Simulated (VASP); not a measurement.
# Si2W: relaxation of cell and atoms with PBE

The system is Si2W.

```
Si W
1.0
    -1.61484    1.61484    3.93357
     1.61484   -1.61484    3.93357
     1.61484    1.61484   -3.93357
Si W
2 1
Cartesian
  0.0000 0.0000 2.6320
  0.0000 0.0000 5.2351
  0.0000 0.0000 0.0000
```

* Program: VASP 6.6.1
* Task: relaxation of cell and atoms
* Functional: PBE
* Potentials or basis: VASP PAW PBE potentials, release 64 (Si, W_sv)
* Cutoff: 520 eV
* k mesh: 18 × 18 × 18
* Occupations: gaussian, width 0.1 eV
* Spin: collinear spin, ferromagnetic start
* Starting moments: [0, 0, 1] μB
* Further INCAR settings: ALGO = Normal; EDIFF = 1e-07; IBRION = 2; EDIFFG = -0.002; NSW = 80; ISIF = 3

```
Pressure after relaxing                               : 0.0 GPa
Band gap on the k mesh                                : none (metal or under the smearing width)
Net moment                                            : 0.00 μB per cell
Valence electrons inside the program's atomic spheres : Si 1.62; W 12.18
```

Final structure:
```yaml
crystal:
  lattice:
    - [-1.61484, 1.61484, 3.93357]
    - [1.61484, -1.61484, 3.93357]
    - [1.61484, 1.61484, -3.93357]
  atoms:
    - { symbol: Si, position: [0.33456, 0.33456, 0.00000] }
    - { symbol: Si, position: [0.66544, 0.66544, 0.00000] }
    - { symbol: W, position: [0.00000, 0.00000, 0.00000] }
```

Levels at points of the mesh, in eV from the Fermi level:
Spin up:
| k point | band 7 | band 8 | band 9 | band 10 | band 11 | band 12 | band 13 | band 14 | band 15 | band 16 |
| --- | --- | --- | --- | --- | --- | --- | --- | --- | --- | --- |
| (0.00, 0.00, 0.00) | -3.76 | -3.25 | -2.81 | -2.81 | 0.60 | 2.64 | 2.98 | 3.03 | 3.03 | 4.55 |
| (0.50, 0.00, 0.00) | -5.68 | -4.81 | -2.75 | -2.71 | -0.42 | 2.65 | 2.75 | 3.90 | 4.31 | 5.07 |
| (0.50, 0.50, 0.00) | -5.94 | -5.51 | -4.96 | -3.19 | -1.76 | 2.73 | 2.91 | 3.06 | 3.85 | 4.31 |
| (0.50, 0.50, 0.50) | -3.76 | -2.54 | -0.85 | -0.85 | -0.49 | -0.49 | 0.77 | 4.44 | 4.72 | 6.14 |
Spin down:
```csv
k point,band 8,band 9,band 10,band 11,band 12,band 13,band 14,band 15
"(0.00, 0.00, 0.00)",-3.25,-2.81,-2.81,0.60,2.64,2.98,3.03,3.03
"(0.50, 0.00, 0.00)",-4.81,-2.75,-2.71,-0.42,2.65,2.75,3.90,4.31
"(0.50, 0.50, 0.00)",-5.51,-4.96,-3.19,-1.76,2.73,2.91,3.06,3.85
"(0.50, 0.50, 0.50)",-2.54,-0.85,-0.85,-0.49,-0.49,0.77,4.44,4.72
```

Wall time 3.3 min on 4 MPI ranks on AMD EPYC 9R45 96-Core Processor (Zen 5) (shared host), peak memory 0.61 GiB a rank.

Caveat: the relaxation stopped at its first step, so nothing moved. Spin-orbit coupling is left out, which matters for the levels of W.
